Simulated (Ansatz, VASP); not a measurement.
# Ag3Sb in two plane-wave programs, part 2 of 2

One calculation is typed for both programs; each brings its own data sets. How far apart do they land? The cell is generated by rule, not measured, and may not be a known phase. The cell is taken from a series of runs on this material, whose earlier steps may have relaxed, scaled, displaced or heated it; both programs get it as it stands.

VASP 6.6.1 and Ansatz 0.2.0.

So far: The starting structure; VASP: relaxation of cell and atoms, r2SCAN, pair 1; Ansatz: relaxation of cell and atoms, r2SCAN, pair 1; Differences.

## (5) Ansatz: relaxation of cell and atoms, r2SCAN, pair 2

Level of this step: Ansatz beside VASP: Kohn-Sham DFT, plane waves, r2SCAN (Ansatz).

The relaxed volume is the usual yardstick between codes: in a stiff, nearly cubic crystal its relative difference is about their pressure difference at one cell divided by the bulk modulus.

The cell is taken from a series of runs on this material, whose earlier steps may have relaxed, scaled, displaced or heated it; both programs get it as it stands.

Input file input.yaml:

```yaml
crystal:
  lattice:
    - [5.2834844781, 0.0, 0.0]
    - [0.0, 5.2834844781, 0.0]
    - [0.0, 0.0, 5.2834844781]
  atoms:
    - { symbol: Sb, position: [0.0, 0.0, 0.0] }
    - { symbol: Ag, position: [0.5, 0.0, 0.0] }
    - { symbol: Ag, position: [0.0, 0.5, 0.0] }
    - { symbol: Ag, position: [0.0, 0.0, 0.5] }
kpoints:
  mp_grid: { grid: [6, 6, 6] }
hamiltonian:
  xc: r2scan
scf:
  occupations: { method: gaussian, width: 0.02 }
output:
  forces: true
  stress: true
  eigenvalues: true
relax:
  adjacent_minimum: "off"
  f_tol: 0.005
  max_steps: 80
  cell: { stress_tol: 0.05 }
```

Run with:

```bash
> ansatz run input.yaml --threads 4 --pin off --max-ram 7168MiB --backend cpu --events-out ev --progress --plain --runs-dir out
```

Numbers of over 12 decimals in the logs are rounded to 6 here.

Log:

```text
[...]
Crystal: 4 atoms, lattice volume = 147.490 Å³
Basis set: ecut = 500 eV, 3743 PW (Γ), exchange–correlation on 160×160×160 points (64 copies of the dense FFT grid, shifted against one another)
Bands: 44, of which v1, the nominal top of the filled ones, is band 36 counted from 1 (35 counted from 0)
Symmetry: 48 space group operations
[...]
k-points: 20 of 216
[...]
k-point 19: bands = [... 32 lower, 2.0984, 4.5328, 4.5328, 4.5328, 7.4693, 7.4693, 7.4693, 10.9216, ... 4 higher]
--- Relaxed structure (2 steps of the walk, 2 accepted, 1 SCFs on fresh bases) ---
[...]
cell:  # Å, volume = 147.1619 Å³
    - [5.279569, 0, 0]
    - [0, 5.279569, 0.0]
    - [0, 0.0, 5.279569]
  atoms:
    - { symbol: Sb, position: [0, 0, 0] }
    - { symbol: Ag, position: [0.5, 0, 0] }
    - { symbol: Ag, position: [0, 0.5, 0] }
    - { symbol: Ag, position: [0, 0, 0.5] }
[key lines of the parts left out:]
SCF converged after 5 iterations
Free energy (F): -29309.214252 eV
Fermi energy:    6.242726 eV
P = ⅓ Tr σ = 0.0113 GPa (0.113 kbar)
```

## (6) VASP: relaxation of cell and atoms, r2SCAN, pair 2

The same cell, functional, mesh and smearing now go to VASP, with its own data sets.

Input file INCAR:

```
SYSTEM = Ag3Sb
PREC = Accurate
ENCUT = 550
EDIFF = 1E-07
NELM = 120
ISMEAR = 0
SIGMA = 0.02
LREAL = .FALSE.
ALGO = Normal
METAGGA = R2SCAN
LASPH = .TRUE.
NBANDS = 25
LORBIT = 11
LWAVE = .FALSE.
LCHARG = .FALSE.
ISIF = 3
IBRION = 2
NSW = 80
EDIFFG = -0.005
GGA_COMPAT = .FALSE.
NELMIN = 4
EFERMI = MIDGAP
LMIXTAU = .TRUE.
KPAR = 2
```

Input file POSCAR:

```
Ag3Sb
1.0
    5.2834840000      0.0000000000      0.0000000000
    0.0000000000      5.2834840000      0.0000000000
    0.0000000000      0.0000000000      5.2834840000
Sb Ag
1 3
Direct
    0.0000000000      0.0000000000      0.0000000000
    0.5000000000      0.0000000000      0.0000000000
    0.0000000000      0.5000000000      0.0000000000
    0.0000000000      0.0000000000      0.5000000000
```

Input file KPOINTS:

```
Automatic mesh
0
Gamma
6 6 6
0 0 0
```

The projector-augmented-wave data sets are Sb and Ag (PBE family, release 64).

Run with:

```bash
> mpirun -np 2 vasp_std
```

Log:

```text
[banner, memory and clock lines left out]
running    2 mpi-ranks, on    1 nodes
[...]
[... a notice as in an earlier step ...]

 LDA part: xc-table for (None), standard interpolation
 POSCAR, INCAR and KPOINTS ok, starting setup
[...]
entering main loop
       N       E                     dE             d eps       ncg     rms          rms(c)
DAV:   1     0.135829612653E+03    0.13583E+03   -0.17529E+04  1000   0.138E+03
DAV:   2    -0.912162516853E+02   -0.22705E+03   -0.21603E+03  1092   0.276E+02
DAV:   3    -0.990661685196E+02   -0.78499E+01   -0.77913E+01  1131   0.524E+01
DAV:   4    -0.991447508878E+02   -0.78582E-01   -0.78493E-01  1167   0.546E+00
[...]
DAV:  31    -0.880442743116E+02    0.14538E-06   -0.25007E-07   835   0.310E-03    0.295E-04
DAV:  32    -0.880442744302E+02   -0.11859E-06   -0.68991E-08   703   0.184E-03    0.130E-04
DAV:  33    -0.880442744416E+02   -0.11360E-07   -0.49054E-09   517   0.459E-04
   1 F= -.88044274E+02 E0= -.88044274E+02  d E =-.880443E+02
[...]
2 F= -.88044878E+02 E0= -.88044878E+02  d E =-.603409E-03
 trial-energy change:   -0.000603  1 .order   -0.000581   -0.001303    0.000140
 step:   0.9106(harm=  0.9031)  dis= 0.00000  next Energy=   -88.044884 (dE=-0.610E-03)
[...]
N       E                     dE             d eps       ncg     rms          rms(c)
DAV:   1    -0.880450716041E+02   -0.19381E-03   -0.33586E-03  1025   0.499E-01    0.994E-02
DAV:   2    -0.880448903318E+02    0.18127E-03   -0.73450E-04  1015   0.234E-01    0.266E-02
DAV:   3    -0.880448861856E+02    0.41462E-05   -0.18254E-05  1023   0.249E-02    0.211E-02
DAV:   4    -0.880448673879E+02    0.18798E-04   -0.30492E-05  1022   0.260E-02    0.346E-03
DAV:   5    -0.880448815064E+02   -0.14118E-04   -0.14048E-05  1003   0.207E-02    0.139E-03
DAV:   6    -0.880448801985E+02    0.13079E-05   -0.43946E-06  1002   0.117E-02    0.140E-03
DAV:   7    -0.880448827237E+02   -0.25252E-05   -0.78696E-07  1004   0.523E-03    0.381E-04
DAV:   8    -0.880448828935E+02   -0.16981E-06   -0.85824E-08   718   0.137E-03    0.273E-04
DAV:   9    -0.880448829535E+02   -0.59985E-07   -0.13069E-08   513   0.766E-04
   3 F= -.88044883E+02 E0= -.88044883E+02  d E =-.608512E-03
[...]
reached required accuracy - stopping structural energy minimisation
```

OUTCAR, selected parts (step 6):

```text
  Total        0.0016159      0.0016159      0.0016159      0.0000000      0.0000000     -0.0000000
  in kB        0.0176634      0.0176634      0.0176634      0.0000000      0.0000000     -0.0000000
  external PRESSURE =       0.0176634 kB  Pullay stress =       0.0000000 kB

 POSITION                                       TOTAL-FORCE (eV/Angst)
 -----------------------------------------------------------------------------------
      0.00000      0.00000      0.00000         0.000000      0.000000      0.000000
      2.63624     -0.00000     -0.00000        -0.000000      0.000000      0.000000
      0.00000      2.63624      0.00000        -0.000000      0.000000      0.000000
     -0.00000      0.00000      2.63624         0.000000     -0.000000      0.000000
 -----------------------------------------------------------------------------------
    total drift:                               -0.000000     -0.000000     -0.000000

  FREE ENERGIE OF THE ION-ELECTRON SYSTEM (eV)
  ---------------------------------------------------
  free  energy   TOTEN  =       -88.0448829535 eV

  energy  without entropy=      -88.0448829535  energy(sigma->0) =      -88.04488295

[... 2 parts as in an earlier step ...]

[... 2 further parts left out ...]
[key lines of the parts left out:]
E-fermi :   2.5889
```

## (7) Side by side

What differs besides the data sets and the points named for the pairs above, as far as they apply: the data sets hold 72 valence electrons in Ansatz (on its default PAW (the set named soft_2) files) and 38 in VASP. Total energies have different zeros and are not compared.

Both answers:

```tsv
quantity	Ansatz	VASP	difference
volume (Å³)	147.16	146.57	+0.40 %
edge a after relaxation, in the typed setting (Å)	5.280	5.272	+0.13 %
```

## (8) Results

| Quantity | Value |
| --- | --- |
| difference in volume (relaxation of cell and atoms, r2SCAN, pair 1) | 0.49 % |
| difference in volume (relaxation of cell and atoms, r2SCAN, pair 2) | 0.40 % |

The difference in volume is 0.49 % (relaxation of cell and atoms, r2SCAN, pair 1), within the 1.2 % picked in this series as the mark of a large difference, as far as the stopping tolerances let one tell. The data sets hold unlike numbers of valence electrons (72 in Ansatz and 38 in VASP), so part of the differences comes from the potentials. How closely two codes agree says nothing of how well the functional describes the real material.

[Lines on the potential files, build, host, timing and source positions are cut from VASP's logs without a mark.]

[Logs are printed without paths, hosts, clocks, repeated set-up lines and the standing remarks that a program may print on its own settings, such as how far it seeks lower states.]

[Hosts, paths, dates, database ids (printed as entryN), source tags and the programs' standing remarks are cut or masked in the printed files.]
